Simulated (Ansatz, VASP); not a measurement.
LaBe: VASP beside Ansatz

```
La Be
1.0
     3.59152    0.00000    0.00000
     0.00000    3.59152    0.00000
     0.00000    0.00000    3.59152
La Be
1 1
Direct
  0.00000 0.00000 0.00000
  0.50000 0.50000 0.50000
```

Change from the starting cell: species swapped into the GdRh type (Pm-3m, No. 221).

Alike in both runs: task relaxation of cell and atoms; functional PBE; k mesh 16 × 16 × 16; occupations gaussian, width 0.1 eV; no spin polarisation.

|  | VASP | Ansatz |
| --- | --- | --- |
| version | VASP 6.6.1 | Ansatz 0.2.0 |
| potentials or method | VASP PAW PBE potentials, release 64 (La, Be) | scalar-relativistic, plane waves, PAW |
| plane-wave cutoff (eV) | 600 | 420 |
| valence electrons in the cell | 13 | 13 |

|  | VASP | Ansatz | Ansatz less VASP |
| --- | --- | --- | --- |
| gap on the k mesh at the Fermi level, each at its own relaxed structure (eV) | none | none | - |
| relaxed volume (Å³/atom) | 23.30 | 23.30 | -0.003 |
| relaxed cell length with the largest relative difference (Å) | 3.599 | 3.599 | -0.0001 |

A gap of «none» marks a metal or a gap that the smearing closes.

Spin-orbit coupling is left out, which matters for the levels of La.
